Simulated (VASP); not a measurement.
Calculation: PBEsol GGA, VASP's PBE PAW potentials (set 64) (plane waves; VASP 6.6.1).

Input for VASP

### INCAR
```
SIGMA=0.1   # width (eV)
ENCUT=300   # plane-wave cut-off (eV)
LASPH=T   # aspherical one-centre terms
PREC=Accurate
LREAL=F   # projection in real space or not
LCHARG=F
EDIFF=1E-6   # SCF stop (eV)
ISIF=2
SYSTEM=CoAl
ALGO=Normal   # blocked Davidson
LMAXMIX=4
NELM=100
ISMEAR=-1
GGA=PS   # PBEsol
LWAVE=F
```

File KPOINTS:
```
Regular mesh
0
G
8 8 8
0 0 0
```

POSCAR:
```
CoAl
1.0
  2.8600000000   0.0000000000   0.0000000000
  0.0000000000   2.8600000000   0.0000000000
  0.0000000000   0.0000000000   2.8600000000
Al Co
1 1
Cartesian
  1.4300000000   1.4300000000   1.4300000000
  0.0000000000   0.0000000000   0.0000000000
```

POTCAR, in this order: Al Co (PBE.64 set). Program: vasp_std.

The run wrote:

OSZICAR:
```
       N       E                     dE             d eps       ncg     rms          rms(c)
DAV:   1     0.221158383933E+02    0.22116E+02   -0.36694E+03   748   0.791E+02
DAV:   2    -0.141914842356E+02   -0.36307E+02   -0.34257E+02   704   0.158E+02
DAV:   3    -0.149348801878E+02   -0.74340E+00   -0.73878E+00   830   0.273E+01
DAV:   4    -0.149452668161E+02   -0.10387E-01   -0.10383E-01   844   0.306E+00
DAV:   5    -0.149455314157E+02   -0.26460E-03   -0.26459E-03   812   0.465E-01    0.131E+01
DAV:   6    -0.180841956267E+02   -0.31387E+01   -0.80359E+01   772   0.126E+02    0.185E+01
DAV:   7    -0.131007667419E+02    0.49834E+01   -0.34706E+01   766   0.788E+01    0.180E+00
DAV:   8    -0.130923619542E+02    0.84048E-02   -0.23173E-01   726   0.388E+00    0.118E+00
DAV:   9    -0.130768911113E+02    0.15471E-01   -0.40929E-02   818   0.263E+00    0.302E-01
DAV:  10    -0.130763438768E+02    0.54723E-03   -0.13195E-03   808   0.465E-01    0.138E-01
DAV:  11    -0.130763276103E+02    0.16266E-04   -0.30192E-05   912   0.518E-02    0.300E-02
DAV:  12    -0.130763210890E+02    0.65213E-05   -0.26516E-05   802   0.670E-02    0.536E-03
DAV:  13    -0.130763209580E+02    0.13105E-06   -0.40595E-07   366   0.573E-03
   1 F= -.13076321E+02 E0= -.13058513E+02  d E =-.356156E-01
```

OUTCAR:
```
------------------------ aborting loop because EDIFF is reached ----------------------------------------
  FORCE on cell =-STRESS in cart. coord.  units (eV):
  Direction    XX          YY          ZZ          XY          YZ          ZX
  --------------------------------------------------------------------------------------
  Total       -0.9732326     -0.9732326     -0.9732326      0.0000000      0.0000000     -0.0000000
  in kB      -66.6544440    -66.6544440    -66.6544440      0.0000000      0.0000000     -0.0000000
  external PRESSURE =     -66.6544440 kB  Pullay stress =       0.0000000 kB
  volume of cell :       23.39
      direct lattice vectors                 reciprocal lattice vectors
     2.860000000  0.000000000  0.000000000     0.349650350  0.000000000  0.000000000
     0.000000000  2.860000000  0.000000000     0.000000000  0.349650350  0.000000000
     0.000000000  0.000000000  2.860000000     0.000000000  0.000000000  0.349650350
 POSITION                                       TOTAL-FORCE (eV/Angst)
 -----------------------------------------------------------------------------------
      1.43000      1.43000      1.43000         0.000000      0.000000      0.000000
      0.00000      0.00000      0.00000         0.000000      0.000000      0.000000
 -----------------------------------------------------------------------------------
    total drift:                               -0.000000      0.000000     -0.000000
  FREE ENERGIE OF THE ION-ELECTRON SYSTEM (eV)
  ---------------------------------------------------
  free  energy   TOTEN  =       -13.0763209580 eV

  energy  without entropy=      -13.0407053730  energy(sigma->0) =      -13.05851317
```
(Selected blocks of OUTCAR.)

At this cut-off the stress carries a Pulay error, which pulls relaxed volumes low.

The structure is a typed CoAl crystal (Pm-3m). The cell was not relaxed at this level. The run is not spin-polarised, so no magnetic state was tried.
